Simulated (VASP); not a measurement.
Data:

```yaml
crystal:
  lattice:
    - [0.00000, 2.49522, 2.49522]
    - [2.49522, 0.00000, 2.49522]
    - [2.49522, 2.49522, 0.00000]
  atoms:
    - { symbol: V, position: [0.00000, 0.00000, 0.00000] }
    - { symbol: Al, position: [0.50000, 0.50000, 0.50000] }
```

Level of theory: PBEsol GGA, VASP's PBE PAW potentials (set 64) (plane waves; VASP 6.6.1). Settings: 400 eV cut-off, Gaussian smearing of 0.050 eV, potentials V_sv Al.

### Question
Give the energies of bands 5 to 11 at the high-symmetry points, in eV from the Fermi level.

### Answer

```tsv
band	Γ	X	U	L	W
5	-8.78	-4.75	-4.26	-4.63	-4.08
6	-0.37	-2.66	-2.59	-4.46	-2.36
7	-0.37	-1.87	-2.50	-1.14	-2.36
8	-0.37	0.62	-0.34	-1.14	-1.14
9	0.00	1.40	0.98	1.10	1.41
10	0.00	1.40	1.19	1.10	1.81
11	6.69	2.26	1.98	2.05	1.96
```

It has no gap at this level: it comes out as a metal or semimetal.

The structure was generated: VAl was put into the rock salt type (Fm-3m), which need not be its known phase. It was relaxed first, which changed the volume by -40 %. The run is not spin-polarised, so no magnetic state was tried.
